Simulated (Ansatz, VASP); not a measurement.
**As2Se: VASP beside Ansatz**

File INCAR:

```
SYSTEM = As2Se
PREC = Accurate
ENCUT = 520
EDIFF = 1E-7
ISMEAR = 1
SIGMA = 0.2
LREAL = .False.
LASPH = .True.
NELM = 80
ALGO = Normal
ISIF = 2
LWAVE = .False.
LCHARG = .False.
GGA = PS
NBANDS = 25
```

The input KPOINTS:

```
Automatic mesh
0
Gamma
  8 8 8
  0 0 0
```

The input POSCAR:

```
As2Se
1.0
   -3.5294180000      3.5294180000      2.6535710000
    3.5294180000     -3.5294180000      2.6535710000
    3.5294180000      3.5294180000     -2.6535710000
As Se
4 2
Direct
    0.8750000000      0.1250000000      0.7500000000
    0.3750000000      0.1250000000      0.2500000000
    0.8750000000      0.6250000000      0.7500000000
    0.8750000000      0.1250000000      0.2500000000
    0.5000000000      0.5000000000      0.0000000000
    0.2500000000      0.7500000000      0.5000000000
```

Input for Ansatz:

```yaml
crystal:
  lattice:
    - [-3.529418, 3.529418, 2.653571]
    - [3.529418, -3.529418, 2.653571]
    - [3.529418, 3.529418, -2.653571]
  atoms:
    - { symbol: As, position: [0.875, 0.125, 0.75] }
    - { symbol: As, position: [0.375, 0.125, 0.25] }
    - { symbol: As, position: [0.875, 0.625, 0.75] }
    - { symbol: As, position: [0.875, 0.125, 0.25] }
    - { symbol: Se, position: [0.5, 0.5, 0.0] }
    - { symbol: Se, position: [0.25, 0.75, 0.5] }
basis:
  ecutwfc: 420
kpoints:
  mp_grid: { grid: [8, 8, 8] }
hamiltonian:
  xc: pbesol
scf:
  occupations: { method: methfessel_paxton, width: 0.2 }
output:
  forces: true
  stress: true
  eigenvalues: true
```

Alike in both runs: task single point; functional PBEsol; k mesh 8 × 8 × 8; occupations methfessel-paxton of order 1, width 0.2 eV; no spin polarisation.

|  | VASP | Ansatz |
| --- | --- | --- |
| version | VASP 6.6.1 | Ansatz 0.2.0 |
| potentials or method | VASP PAW PBE potentials, release 64 (As, Se) | scalar-relativistic, plane waves, PAW |
| plane-wave cutoff (eV) | 520 | 420 |
| valence electrons in the cell | 32 | 92 |

Ansatz gave:

```
gap on the k mesh at the Fermi level (eV)       : none
pressure (GPa)                                  : -3.5
largest component of the traceless stress (GPa) : 0.65
```

Q: Which values does VASP return?

A: gap on the k mesh at the Fermi level (eV): none; pressure (GPa): -3.3; largest component of the traceless stress (GPa): 0.61.

A gap of «none» marks a metal or a gap that the smearing closes. With one functional, cell and mesh, what is left measures potentials, basis and numerics. The two sets of potentials don't hold the same shells in valence.

Caveats: the PAW data sets were made with another functional, which shifts forces and pressure a little (VASP).
